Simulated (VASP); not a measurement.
A convergence study with VASP on HfB₂ (AlB2 type): one setting is varied, all else stays as given below, so the limit is that of these other settings.

```xyz
3
Lattice="1.5700 -2.7193 0.0000 1.5700 2.7193 0.0000 0.0000 0.0000 3.4800" Properties=species:S:1:pos:R:3 pbc="T T T"
Hf     0.0000     0.0000     0.0000
B      1.5700     0.9064     1.7400
B      1.5700    -0.9064     1.7400
```

All values below come from PBE GGA, VASP's PBE PAW potentials (set 64) (plane waves; VASP 6.6.1). The tightest run used: 700 eV cut-off, 21×21×16 Γ-centred mesh, tetrahedra with Blöchl corrections, potentials Hf_pv B.

Question: The settings run are 3×3×2 mesh; 4×4×3 mesh; 5×5×4 mesh; 6×6×5 mesh; 7×7×5 mesh; 8×8×6 mesh; 9×9×7 mesh; 10×10×8 mesh; 11×11×8 mesh; 12×12×9 mesh; 13×13×10 mesh; 14×14×11 mesh; 15×15×12 mesh; 16×16×12 mesh; 17×17×13 mesh; 18×18×14 mesh; 19×19×15 mesh; 20×20×15 mesh; 21×21×16 mesh. From which on does the stress (every component) stay within 0.2 GPa of the tightest run?

Answer: From 13×13×10 mesh on: it is off by 0.06 there and by no more than 0.2 in any finer run, while 12×12×9 mesh is off by 0.22.
```csv
setting,E (eV/atom),pressure (GPa),irreducible k-points,difference judged (GPa)
3×3×2 mesh,-8.8149,0.18,6,4.92
4×4×3 mesh,-8.7824,1.21,8,2.70
5×5×4 mesh,-8.7937,1.22,15,0.37
6×6×5 mesh,-8.7907,1.08,21,1.85
7×7×5 mesh,-8.7906,1.09,24,1.59
8×8×6 mesh,-8.8015,0.97,40,0.86
9×9×7 mesh,-8.7986,1.03,48,0.75
10×10×8 mesh,-8.8000,1.01,70,0.38
11×11×8 mesh,-8.8008,1.00,80,0.16
12×12×9 mesh,-8.8018,0.98,95,0.22
13×13×10 mesh,-8.8010,0.99,126,0.06
14×14×11 mesh,-8.8012,0.99,144,0.04
15×15×12 mesh,-8.8013,0.99,189,0.07
16×16×12 mesh,-8.8016,0.98,210,0.09
17×17×13 mesh,-8.8015,0.99,231,0.04
18×18×14 mesh,-8.8013,0.99,296,0.01
19×19×15 mesh,-8.8012,0.99,320,0.04
20×20×15 mesh,-8.8011,0.99,352,0.03
21×21×16 mesh,-8.8013,0.99,432,0.00
```

Left out are rungs that failed or repeat a setting and relaxations that didn't move; long series are thinned to 24 rows.

The compound is HfB2 in the AlB2 type structure. The cell was not relaxed at this level.
